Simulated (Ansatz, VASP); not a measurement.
# H110S4N4O61 in two plane-wave programs, part 2 of 2

Wanted: the spread between two codes on one cell, functional and k mesh. The cell is taken from a series of runs on this material, whose earlier steps may have relaxed, scaled, displaced or heated it; both programs get it as it stands.

VASP 6.6.1 and Ansatz 0.2.0.

So far. Step 2 (VASP: single point, PBE with D3(BJ)): The run ends at a pressure of 0.16 GPa, with forces up to 4.1 eV/Å.

### Step 3. Ansatz: single point, PBE with D3(BJ)

Level of this step: Ansatz beside VASP: Kohn-Sham DFT, plane waves, PBE with D3(BJ) (Ansatz).

Ansatz runs on its default PAW (the set named soft_2) files.

The same cell, functional and mesh now go to Ansatz, which takes its cutoff from its data sets.

Input file input.yaml:

```yaml
crystal:
  lattice:
    - [11.956, 0.0, 0.0]
    - [0.0, 11.956, 0.0]
    - [0.0, 0.0, 11.956]
  atoms:
    - { symbol: O, position: [0.40903, 0.82411, 0.2644] }
    - { symbol: S, position: [0.4929, 0.77138, 0.3538] }
    - { symbol: O, position: [0.57009, 0.70945, 0.28503] }
    - { symbol: O, position: [0.41319, 0.70625, 0.41442] }
    - { symbol: O, position: [0.53327, 0.8659, 0.41928] }
    - { symbol: H, position: [0.34648, 0.84338, 0.31231] }
    - { symbol: O, position: [0.27478, 0.81545, 0.81181] }
    - { symbol: S, position: [0.3819, 0.88014, 0.85316] }
    - { symbol: O, position: [0.39682, 0.84696, 0.96835] }
    - { symbol: O, position: [0.3533, 0.992, 0.83101] }
    - { symbol: O, position: [0.46322, 0.83251, 0.78204] }
    - { symbol: H, position: [0.28469, 0.81291, 0.72785] }
    - { symbol: O, position: [0.13779, 0.99864, 0.84223] }
    - { symbol: S, position: [0.09269, 0.08901, 0.76031] }
    - { symbol: O, position: [0.00552, 0.1434, 0.82947] }
    - { symbol: O, position: [0.04751, 0.02162, 0.67311] }
    - { symbol: O, position: [0.19191, 0.15022, 0.73105] }
    - { symbol: H, position: [0.21479, 0.00996, 0.83404] }
    - { symbol: O, position: [0.15456, 0.77151, 0.25671] }
    - { symbol: S, position: [0.13654, 0.86507, 0.3579] }
    - { symbol: O, position: [0.04924, 0.93968, 0.32427] }
    - { symbol: O, position: [0.23983, 0.91998, 0.35349] }
    - { symbol: O, position: [0.11358, 0.79663, 0.45209] }
    - { symbol: H, position: [0.18758, 0.81525, 0.19674] }
    - { symbol: "N", position: [0.05559, 0.80437, 0.91694] }
    - { symbol: H, position: [0.10952, 0.74386, 0.94774] }
    - { symbol: H, position: [0.02534, 0.84949, 0.98759] }
    - { symbol: H, position: [0.00051, 0.77926, 0.85349] }
    - { symbol: H, position: [0.11106, 0.86278, 0.89368] }
    - { symbol: "N", position: [0.84438, 0.46551, 0.4931] }
    - { symbol: H, position: [0.92608, 0.49132, 0.48526] }
    - { symbol: H, position: [0.84535, 0.3923, 0.44635] }
    - { symbol: H, position: [0.79822, 0.52287, 0.4467] }
    - { symbol: H, position: [0.81748, 0.45974, 0.57609] }
    - { symbol: "N", position: [0.40769, 0.18771, 0.70186] }
    - { symbol: H, position: [0.38763, 0.23045, 0.63191] }
    - { symbol: H, position: [0.45449, 0.11398, 0.68843] }
    - { symbol: H, position: [0.33259, 0.16412, 0.74369] }
    - { symbol: H, position: [0.44696, 0.24713, 0.75698] }
    - { symbol: "N", position: [0.49123, 0.64025, 0.9595] }
    - { symbol: H, position: [0.52736, 0.68716, 0.89888] }
    - { symbol: H, position: [0.55631, 0.59338, 0.00046] }
    - { symbol: H, position: [0.4365, 0.58457, 0.93123] }
    - { symbol: H, position: [0.47013, 0.7025, 0.01986] }
    - { symbol: O, position: [0.15258, 0.26616, 0.47041] }
    - { symbol: H, position: [0.23237, 0.29017, 0.47764] }
    - { symbol: H, position: [0.13752, 0.24283, 0.39152] }
    - { symbol: O, position: [0.21072, 0.37103, 0.7063] }
    - { symbol: H, position: [0.19407, 0.36797, 0.62439] }
    - { symbol: H, position: [0.19398, 0.29676, 0.74093] }
    - { symbol: O, position: [0.88273, 0.02369, 0.48378] }
    - { symbol: H, position: [0.94343, 0.03662, 0.53986] }
    - { symbol: H, position: [0.91515, 0.98835, 0.41526] }
    - { symbol: O, position: [0.04603, 0.15508, 0.28081] }
    - { symbol: H, position: [0.02922, 0.08346, 0.32061] }
    - { symbol: H, position: [0.05774, 0.13967, 0.19944] }
    - { symbol: O, position: [0.63204, 0.77017, 0.09842] }
    - { symbol: H, position: [0.6047, 0.74145, 0.17207] }
    - { symbol: H, position: [0.6622, 0.84757, 0.10813] }
    - { symbol: O, position: [0.51153, 0.51143, 0.19735] }
    - { symbol: H, position: [0.45991, 0.46739, 0.24626] }
    - { symbol: H, position: [0.53316, 0.58223, 0.23627] }
    - { symbol: O, position: [0.53358, 0.20588, 0.03282] }
    - { symbol: H, position: [0.58663, 0.22207, 0.09543] }
    - { symbol: H, position: [0.50181, 0.12909, 0.04236] }
    - { symbol: O, position: [0.66847, 0.30004, 0.17599] }
    - { symbol: H, position: [0.64504, 0.37904, 0.19035] }
    - { symbol: H, position: [0.67153, 0.25827, 0.24839] }
    - { symbol: O, position: [0.21154, 0.94, 0.06932] }
    - { symbol: H, position: [0.22776, 0.01771, 0.09566] }
    - { symbol: H, position: [0.2833, 0.90141, 0.05043] }
    - { symbol: O, position: [0.01241, 0.58395, 0.22002] }
    - { symbol: H, position: [0.96641, 0.63923, 0.17731] }
    - { symbol: H, position: [0.0206, 0.60972, 0.29916] }
    - { symbol: O, position: [0.27329, 0.05992, 0.51388] }
    - { symbol: H, position: [0.1976, 0.08792, 0.53587] }
    - { symbol: H, position: [0.26597, 0.00812, 0.44862] }
    - { symbol: O, position: [0.29554, 0.13804, 0.19016] }
    - { symbol: H, position: [0.23345, 0.13261, 0.24594] }
    - { symbol: H, position: [0.36857, 0.14501, 0.23032] }
    - { symbol: O, position: [0.78652, 0.09661, 0.88585] }
    - { symbol: H, position: [0.86724, 0.10759, 0.8669] }
    - { symbol: H, position: [0.73915, 0.13997, 0.83227] }
    - { symbol: O, position: [0.05132, 0.57009, 0.50943] }
    - { symbol: H, position: [0.0542, 0.65047, 0.48651] }
    - { symbol: H, position: [0.10667, 0.55656, 0.57066] }
    - { symbol: O, position: [0.78968, 0.47372, 0.72948] }
    - { symbol: H, position: [0.84619, 0.42441, 0.7665] }
    - { symbol: H, position: [0.78542, 0.54667, 0.77016] }
    - { symbol: O, position: [0.94019, 0.34891, 0.83918] }
    - { symbol: H, position: [0.97474, 0.27277, 0.84132] }
    - { symbol: H, position: [0.94367, 0.38324, 0.91537] }
    - { symbol: O, position: [0.88746, 0.69036, 0.78826] }
    - { symbol: H, position: [0.80903, 0.70499, 0.76315] }
    - { symbol: H, position: [0.94098, 0.72046, 0.73147] }
    - { symbol: O, position: [0.49244, 0.98268, 0.11199] }
    - { symbol: H, position: [0.45208, 0.95349, 0.17918] }
    - { symbol: H, position: [0.49086, 0.92511, 0.05133] }
    - { symbol: O, position: [0.011, 0.39302, 0.08181] }
    - { symbol: H, position: [0.08746, 0.35916, 0.07993] }
    - { symbol: H, position: [0.01212, 0.46177, 0.12943] }
    - { symbol: O, position: [0.45967, 0.40829, 0.94065] }
    - { symbol: H, position: [0.50468, 0.35026, 0.98068] }
    - { symbol: H, position: [0.48506, 0.4133, 0.86112] }
    - { symbol: O, position: [0.01875, 0.81532, 0.65003] }
    - { symbol: H, position: [0.04441, 0.80395, 0.57124] }
    - { symbol: H, position: [0.02327, 0.89657, 0.66937] }
    - { symbol: O, position: [0.21681, 0.64173, 0.99648] }
    - { symbol: H, position: [0.23627, 0.57922, 0.04854] }
    - { symbol: H, position: [0.24994, 0.62664, 0.92118] }
    - { symbol: O, position: [0.73886, 0.36068, 0.95812] }
    - { symbol: H, position: [0.69975, 0.33813, 0.02853] }
    - { symbol: H, position: [0.79638, 0.30319, 0.93854] }
    - { symbol: O, position: [0.95216, 0.90794, 0.11631] }
    - { symbol: H, position: [0.97951, 0.90963, 0.19534] }
    - { symbol: H, position: [0.88192, 0.95294, 0.11016] }
    - { symbol: O, position: [0.79109, 0.64768, 0.37555] }
    - { symbol: H, position: [0.77245, 0.71748, 0.41769] }
    - { symbol: H, position: [0.78902, 0.66332, 0.29341] }
    - { symbol: O, position: [0.71561, 0.58753, 0.95188] }
    - { symbol: H, position: [0.79177, 0.61389, 0.97426] }
    - { symbol: H, position: [0.71691, 0.50463, 0.9409] }
    - { symbol: O, position: [0.52653, 0.54446, 0.57785] }
    - { symbol: H, position: [0.48291, 0.5748, 0.51325] }
    - { symbol: H, position: [0.57302, 0.60547, 0.6112] }
    - { symbol: O, position: [0.91811, 0.32891, 0.32108] }
    - { symbol: H, position: [0.91731, 0.36519, 0.24572] }
    - { symbol: H, position: [0.93812, 0.24811, 0.31292] }
    - { symbol: O, position: [0.06638, 0.15188, 0.04956] }
    - { symbol: H, position: [0.0725, 0.121, 0.97207] }
    - { symbol: H, position: [0.00341, 0.20684, 0.05278] }
    - { symbol: O, position: [0.74209, 0.21634, 0.68942] }
    - { symbol: H, position: [0.81251, 0.24393, 0.65373] }
    - { symbol: H, position: [0.6969, 0.17421, 0.63303] }
    - { symbol: O, position: [0.29458, 0.56469, 0.79274] }
    - { symbol: H, position: [0.28566, 0.61061, 0.7234] }
    - { symbol: H, position: [0.27995, 0.48427, 0.77499] }
    - { symbol: O, position: [0.25816, 0.3432, 0.07367] }
    - { symbol: H, position: [0.32319, 0.36776, 0.02716] }
    - { symbol: H, position: [0.24484, 0.26145, 0.062] }
    - { symbol: O, position: [0.27335, 0.60148, 0.28396] }
    - { symbol: H, position: [0.21893, 0.65828, 0.25554] }
    - { symbol: H, position: [0.32994, 0.63906, 0.33276] }
    - { symbol: O, position: [0.32537, 0.38071, 0.30311] }
    - { symbol: H, position: [0.28028, 0.45104, 0.29912] }
    - { symbol: H, position: [0.31587, 0.33745, 0.23216] }
    - { symbol: O, position: [0.74576, 0.00264, 0.08829] }
    - { symbol: H, position: [0.75359, 0.03698, 0.01243] }
    - { symbol: H, position: [0.67183, 0.024, 0.12107] }
    - { symbol: O, position: [0.26834, 0.71532, 0.60223] }
    - { symbol: H, position: [0.33886, 0.71084, 0.55748] }
    - { symbol: H, position: [0.20404, 0.73184, 0.55135] }
    - { symbol: O, position: [0.96437, 0.25402, 0.59999] }
    - { symbol: H, position: [0.9752, 0.29559, 0.67176] }
    - { symbol: H, position: [0.0327, 0.26222, 0.55245] }
    - { symbol: O, position: [0.72428, 0.83949, 0.50316] }
    - { symbol: H, position: [0.65325, 0.88, 0.48557] }
    - { symbol: H, position: [0.78659, 0.89469, 0.51127] }
    - { symbol: O, position: [0.66304, 0.17117, 0.36604] }
    - { symbol: H, position: [0.70791, 0.10428, 0.38857] }
    - { symbol: H, position: [0.58377, 0.1612, 0.39079] }
    - { symbol: O, position: [0.55932, 0.35984, 0.72841] }
    - { symbol: H, position: [0.63387, 0.32478, 0.71395] }
    - { symbol: H, position: [0.5534, 0.43143, 0.68557] }
    - { symbol: O, position: [0.57182, 0.00459, 0.7116] }
    - { symbol: H, position: [0.52787, 0.93686, 0.73344] }
    - { symbol: H, position: [0.64124, 0.00894, 0.75805] }
    - { symbol: O, position: [0.63535, 0.73597, 0.69167] }
    - { symbol: H, position: [0.66919, 0.7825, 0.63096] }
    - { symbol: H, position: [0.55471, 0.75626, 0.70068] }
    - { symbol: O, position: [0.38486, 0.34354, 0.51897] }
    - { symbol: H, position: [0.43648, 0.40307, 0.54702] }
    - { symbol: H, position: [0.34804, 0.3695, 0.4485] }
    - { symbol: O, position: [0.48046, 0.07106, 0.46497] }
    - { symbol: H, position: [0.39836, 0.07763, 0.47953] }
    - { symbol: H, position: [0.49843, 0.99283, 0.44143] }
    - { symbol: O, position: [0.86553, 0.6947, 0.11647] }
    - { symbol: H, position: [0.78562, 0.70398, 0.09355] }
    - { symbol: H, position: [0.90619, 0.76699, 0.10569] }
kpoints:
  mp_grid: { grid: [1, 1, 1] }
hamiltonian:
  xc: pbe
  dispersion: d3bj
scf:
  occupations: { method: fixed }
output:
  forces: true
```

Started as:

```sh
> ansatz run input.yaml --threads 4 --pin off --max-ram 8192MiB --backend cpu --events-out ev --progress --plain --runs-dir out
```

Numbers of over 12 decimals in the logs are rounded to 6 here.

What it wrote:

```text
Engine: ansatz 0.2.0, aarch64-unknown-linux-gnu
Pseudopotentials: kind: paw
Pseudopotential: O, paw, valence charge 6, recommended cutoff 420 eV (normal), O.paw.azcp
Pseudopotential: S, paw, valence charge 6, recommended cutoff 420 eV (normal), S.paw.azcp
Pseudopotential: H, paw, valence charge 1, recommended cutoff 420 eV (normal), H.paw.azcp
Pseudopotential: N, paw, valence charge 5, recommended cutoff 420 eV (normal), N.paw.azcp
Functional definition: PBE
  parameter kappa = 0.804
  parameter beta = 0.066725
  exchange = pbe_x(kappa = kappa, mu = beta*pi^2/3)
  correlation = pbe_c(beta = beta)
Crystal: 179 atoms, lattice volume = 1709.062 Å³
Basis set: ecut = 420 eV, 33371 PW (Γ), exchange–correlation on 160×160×160 points (8 copies of the dense FFT grid, shifted against one another)
Bands: 439, of which v1, the nominal top of the filled ones, is band 260 counted from 1 (259 counted from 0)
Symmetry: 1 space group operations
Space group: P1 (ITA 1), of the structure as read, at distance tolerance 1.2e-4 Å
k-points: 1
Non-local potential: O, projectors of the file, l = 0: 2, l = 1: 2, l = 2: 1
Non-local potential: S, projectors of the file, l = 0: 2, l = 1: 2, l = 2: 2
Non-local potential: H, projectors of the file, l = 0: 2, l = 1: 1
Non-local potential: N, projectors of the file, l = 0: 2, l = 1: 2, l = 2: 1
PAW form: soft (Blöchl's): semilocal exchange-correlation on the pseudo side does not see the compensation charge
PAW one-centre angular grid: O, 110 points (default); XC on 64 Gauss nodes
PAW one-centre angular grid: S, 110 points (default); XC on 64 Gauss nodes
PAW one-centre angular grid: H, 110 points (default); XC on 64 Gauss nodes
PAW one-centre angular grid: N, 110 points (default); XC on 64 Gauss nodes
Initial density: superposition of atomic densities (neutral atoms: chi_scale 0, normalization atom), corrected by the library's trained network
Initial wavefunctions: pseudopotential atomic-orbital guess
Functional: x = pbe(κ = 0.804, μ = 0.219515), c = pbe(β = 0.066725)
SCF iter   1: F=—  HF=-41524.102092 eV  |F-HF|=—  |Δ(HF+E_count)|=         —  Δρ=3.42e-3  dr2=2.63e-1  ethr=1.77e-3  ⟨swp⟩=5.0  Hψ=1539  notcnv=0  defer=172
preconditioner: auto → Resta (q_TF=auto, 2.238 Å⁻¹)  ε∞=2.3  [insulator: Δε(μ)=4.237 eV  Ē_g=17.863 eV  n_scr=340 (ndim 8)  ℏωp=20.3 eV  f_vac=0.241  ε∞_Penn≈2.3]
SCF iter   2: F=—  HF=-41523.964635 eV  |F-HF|=—  |Δ(HF+E_count)|=   1.37e-1  Δρ=1.77e-3  dr2=5.74e-2  ethr=5.06e-5  ⟨swp⟩=2.0  Hψ=705  notcnv=0  defer=177
SCF iter   3: F=—  HF=-41523.945522 eV  |F-HF|=—  |Δ(HF+E_count)|=   1.91e-2  Δρ=7.73e-4  dr2=1.50e-2  ethr=1.10e-5  ⟨swp⟩=3.0  Hψ=532  notcnv=0  defer=77
automatic band count: iteration 3 solves 339 bands in place of 439: the levels show a gap, and the empty bands left out lie too high to hold charge; the band table lists the bands solved (type scf.n_extra_bands for more)
SCF iter   4: F=—  HF=-41523.941645 eV  |F-HF|=—  |Δ(HF+E_count)|=   3.88e-3  Δρ=2.57e-4  dr2=1.21e-3  ethr=2.89e-6  ⟨swp⟩=3.0  Hψ=528  notcnv=0  defer=77
SCF iter   5: F=—  HF=-41523.941573 eV  |F-HF|=—  |Δ(HF+E_count)|=   7.15e-5  Δρ=1.32e-4  dr2=2.59e-4  ethr=2.33e-7  ⟨swp⟩=2.0  Hψ=530  notcnv=0  defer=77
SCF iter   6: F=—  HF=-41523.941562 eV  |F-HF|=—  |Δ(HF+E_count)|=   1.12e-5  Δρ=4.99e-5  dr2=3.49e-5  ethr=4.97e-8  ⟨swp⟩=2.0  Hψ=527  notcnv=0  defer=73
SCF iter   7: F=—  HF=-41523.941198 eV  |F-HF|=—  |Δ(HF+E_count)|=   3.64e-4  Δρ=1.49e-5  dr2=3.02e-6  ethr=6.71e-9  ⟨swp⟩=2.0  Hψ=598  notcnv=0  defer=70
SCF iter   8: F=—  HF=-41523.941200 eV  |F-HF|=—  |Δ(HF+E_count)|=   1.69e-6  Δρ=7.75e-6  dr2=8.88e-7  ethr=5.80e-10  ⟨swp⟩=2.0  Hψ=528  notcnv=0  defer=70
SCF iter   9: F=-41523.941200 eV  HF=-41523.941200 eV  |F-HF|=1.32e-8  |Δ(HF+E_count)|=   3.26e-8  Δρ=2.03e-6  dr2=6.11e-8  ethr=1.92e-11  ⟨swp⟩=3.0  Hψ=1258  notcnv=0
SCF 1 converged in 9 iterations: F = -41523.941200 eV  dr2 = 6.11e-8
  greatest PAW one-centre occupation: 0.882 electrons in one spin orbital (limit 2), on the O atom at site 21 (counted from 0), in its partial waves of l = 0
SCF converged after 9 iterations
Free energy (F): -41523.941200 eV
Harris-Foulkes:  -41523.941200 eV  (|F-HF|=1.32e-8)
Internal energy: -41523.941200 eV  (E = F + TS)
E sigma→0 (E₀):  -41523.941200 eV
Fermi energy:    -1.098543 eV
--- Per-component energies (eV) ---
  E_band       = -4709.185709
  E_kinetic    = 13222.687984
  E_local      = -43002.724782  (includes V_loc(G=0)·N_el)
  E_nonlocal   = 3410.592587
  E_hartree    = 15840.543984
  E_xc         = -6080.680082
  E_vxc        = -7624.020698  (∫ρ·V_xc dr)
  E_paw        = -12652.937504  (= ΣΔE_a)
  E_vpaw       = -2396.835785  (= ΣTr[D̂ρ^β])
  E_aug_tail   = 0.023708  (compensation charges beyond the density's cutoff)
  E_ewald      = -12253.514804
  E_disp       = -7.932292  (pairwise vdW)
  E_smearing   = -0.000000  (= −TS)
  E_closure    = 0.000000  (closes the sum)
[...]
atom  15  O      0.49589944     0.34909743    -0.49068415
  atom  16  O     -1.23950910     0.02189302    -2.63904862
  atom  17  O      0.16756863     1.57331168    -0.35648627
  atom  18  H      3.41906142    -0.45389616     0.45400526
  atom  19  O     -1.42825731     1.27369832     0.88012893
  atom  20  S     -1.25546172    -2.48755266    -3.11960573
  atom  21  O     -2.24129342     0.52025721    -0.14067037
  atom  22  O      4.15667347     2.02893267     0.57117353
  atom  23  O     -0.55558511    -1.36723889     1.65728565
  atom  24  H      0.12479525     0.55541341    -1.13922346
  atom  25  N      0.15835541     0.37515890     1.70891136
  atom  26  H     -0.41162646    -0.86468984     0.06337592
  atom  27  H     -0.68494696    -0.89328700    -0.60064840
  atom  28  H      0.03027409     0.08916934     0.98136153
  atom  29  H      0.52433110     0.65008837    -1.28685003
  atom  30  N     -0.38514026    -0.61791285    -0.68744970
  atom  31  H      0.23357588     0.35832138     0.63414361
  atom  32  H     -0.15541251    -0.25248375     0.18487861
  atom  33  H      0.02450683     0.22572021     0.19501447
  atom  34  H      0.20188398     0.10765994     0.02100365
  atom  35  N     -0.36734450    -0.31595564     2.82927130
  atom  36  H     -0.04853714     0.39227655    -1.00183743
  atom  37  H      0.15858623     0.85101300     0.16860613
  atom  38  H      1.19985904     0.16337180    -0.98463367
[...]
atom 172  H     -0.77981657    -0.67231948    -0.46688122
  atom 173  H      1.10768539    -0.07217743    -0.00353362
  atom 174  O      0.21630142     0.03359039    -0.53440864
  atom 175  H      0.79005191    -0.02102958     0.05471155
  atom 176  H     -0.59502284     1.04860977     0.41967206
  atom 177  O     -0.46055833     0.43295448    -0.61724672
  atom 178  H      0.41680828     0.40528476     0.40659630
  atom 179  H     -0.89731354     0.11140904     0.04186748
  max |Σ_I F_I| component: 6.94e-5 eV/Å
```

### Step 4. Side by side

Known differences besides the potentials themselves: fixed occupations in Ansatz, narrow Gaussian smearing in VASP; the cutoff is 420 eV in Ansatz and 520 eV in VASP (PREC = Accurate, projectors in real space). Total energies have different zeros and are not compared.

Compared:

| quantity | Ansatz | VASP | difference |
| --- | --- | --- | --- |
| gap on the k mesh (eV) | 4.049 | 4.002 | +0.047 |

Forces on 7 of the 179 atoms, those with the largest forces and the largest differences (eV/Å; atoms numbered as in POSCAR):

| atom | Ansatz x, y, z | VASP x, y, z |
| --- | --- | --- |
| O3 | -0.757, -2.407, 2.790 | -0.501, -2.186, 2.582 |
| O7 | 0.055, 4.096, -0.011 | 0.161, 3.598, 0.084 |
| O8 | 3.296, -1.077, -2.047 | 2.942, -0.869, -1.746 |
| O15 | 4.157, 2.029, 0.571 | 3.673, 1.756, 0.600 |
| S65 | -1.255, -2.488, -3.120 | -1.151, -2.300, -2.913 |
| H68 | 3.419, -0.454, 0.454 | 3.646, -0.449, 0.460 |
| N179 | 2.584, 0.992, 2.982 | 2.562, 0.989, 2.953 |

The forces differ by 78 meV/Å r.m.s., which is 10.1 % of the r.m.s. force of 0.772 eV/Å (both taken over all components). A gap on the mesh is an upper bound, since the band edges may lie between its points.

### Step 5. Results

| Quantity | Value |
| --- | --- |
| r.m.s. force difference (single point, PBE with D3(BJ)) | 10 % of the r.m.s. force |
| difference in gap on the k mesh (single point, PBE with D3(BJ)) | 0.047 eV |

**Reading.** The r.m.s. force difference is 10 % of the r.m.s. force (single point, PBE with D3(BJ)), beyond the 3 % picked in this series as the mark of a large difference. What causes the difference of the single point, PBE with D3(BJ) pair stays open here. Such differences can come from data sets, numerical settings and the points named under the comparisons, not from the functional's error against experiment.

[Lines on the potential files, build, host, timing and source positions are cut from VASP's logs without a mark.]

[Logs are printed without paths, hosts, clocks, repeated set-up lines and the standing remarks that a program may print on its own settings, such as how far it seeks lower states.]

[Hosts, paths, dates, database ids (printed as entryN), source tags and the programs' standing remarks are cut or masked in the printed files.]
